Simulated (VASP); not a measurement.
An input for Ansatz (written as the equivalent of a VASP run, and not itself run):

Ansatz 0.2 input:
```yaml
crystal:
  lattice:
    - [3.6702125, 0.0000000, 0.0000000]
    - [0.0000000, 3.6702125, 0.0000000]
    - [0.0000000, 0.0000000, 3.6702125]
  atoms:
    - { symbol: Sr, position: [0.0000000, 0.0000000, 0.0000000] }
    - { symbol: V, position: [0.5000000, 0.5000000, 0.5000000] }
    - { symbol: O, position: [0.5000000, 0.0000000, 0.5000000] }
    - { symbol: O, position: [0.0000000, 0.5000000, 0.5000000] }
    - { symbol: O, position: [0.5000000, 0.5000000, 0.0000000] }
kpoints:
  mp_grid: { grid: [8, 8, 8] }
hamiltonian:
  xc: pbesol
  pseudopotentials: { kind: paw }
scf:
  occupations: { method: methfessel_paxton, width: 0.1 }
  max_iter: 100
relax:
  max_steps: 40
  f_tol: 0.02
  cell: { p_target: 30 }
output: { forces: true, stress: true, eigenvalues: true }
```

**Question.** Translate this input to VASP (INCAR, KPOINTS, POSCAR, choice of POTCAR).

**Answer.** Several could match; the one computed here: 
KPOINTS:
```
Automatic mesh
0
Gamma
8 8 8
0 0 0
```

INCAR:
```
SYSTEM = SrVO3
PREC = Accurate
ENCUT = 620
EDIFF = 1E-6
NELM = 100
ALGO = Normal
LREAL = .FALSE.
LASPH = .TRUE.
ISMEAR = 1
SIGMA = 0.1
GGA = PS
LMAXMIX = 4
LWAVE = .FALSE.
LCHARG = .FALSE.
IBRION = 2
ISIF = 3
NSW = 40
EDIFFG = -0.02
PSTRESS = 300
```

POSCAR:
```
SrVO3
1
    3.6702124890     0.0000000000    -0.0000000000
    0.0000000000     3.6702124890     0.0000000000
   -0.0000000000     0.0000000000     3.6702124890
Sr V O
1 1 3
Direct
  0.0000000000   0.0000000000   0.0000000000
  0.5000000000   0.5000000000   0.5000000000
  0.5000000000   0.0000000000   0.5000000000
  0.0000000000   0.5000000000   0.5000000000
  0.5000000000   0.5000000000   0.0000000000
```

POTCAR, in this order: Sr_sv V_sv O (PBE.64 set). Program: vasp_std.

The two are equivalent in intent, not identical: each code has its own PAW files, so the cut-off isn't converted (ENCUT is set for VASP's; basis.ecutwfc is left out, and Ansatz then takes the one that its files recommend); Ansatz stops its SCF on the density residual and VASP on the energy change (EDIFF).

The compound is SrVO3 in the cubic perovskite structure. It was relaxed first under an external pressure of 30 GPa.
